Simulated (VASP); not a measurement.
Input:

```
CELL_PARAMETERS angstrom
      2.86865     0.00000     0.00000
      0.00000     2.86865     0.00000
      0.00000     0.00000     2.86865
ATOMIC_POSITIONS crystal
  Al 0.50000 0.50000 0.50000
  Fe 0.00000 0.00000 0.00000
```

Level of theory: PBE GGA, VASP's PBE PAW potentials (set 64) (plane waves; VASP 6.6.1). Numerical set-up: 480 eV cut-off, 11×11×11 Γ-centred mesh, first-order Methfessel-Paxton smearing of 0.10 eV, potentials Al Fe.

Problem. Estimate the energy per atom (σ→0), band gap (on the k-mesh) with the smallest direct gap where there is one.

Solution. 
- band gap (on the k-mesh): none (metal, semimetal or under 0.01 eV)
- energy per atom (σ→0): -6.305 eV/atom

Total energies compare only between runs with the same potentials, cut-off and functional.

The compound is FeAl in the CsCl type structure. It was relaxed first. The start is the result of an earlier pass. The run is not spin-polarised, so no magnetic state was tried. The electron count is odd and the run is not spin-polarised, which forces a metal.
